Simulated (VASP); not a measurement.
Data:

```xyz
2
Lattice="0.0000 2.7449 2.7449 2.7449 0.0000 2.7449 2.7449 2.7449 0.0000" Properties=species:S:1:pos:R:3 pbc="T T T"
Si     0.0000     0.0000     0.0000
Si     1.3724     1.3724     1.3724
```

The numbers are results of revPBE GGA, VASP's PBE PAW potentials (set 64) (plane waves; VASP), not measurements. Settings: 520 eV cut-off, Gaussian smearing of 0.050 eV, potentials Si.

Question: Predict the band gap (along the path) with the smallest direct gap where there is one.

Answer: 
```yaml
band gap (along the path): 0.67 eV
smallest direct gap (along the path): 2.55 eV
```

The absolute energy has meaning only against runs of the same code, potentials and settings.

The compound is Si in the diamond structure. It was relaxed first.
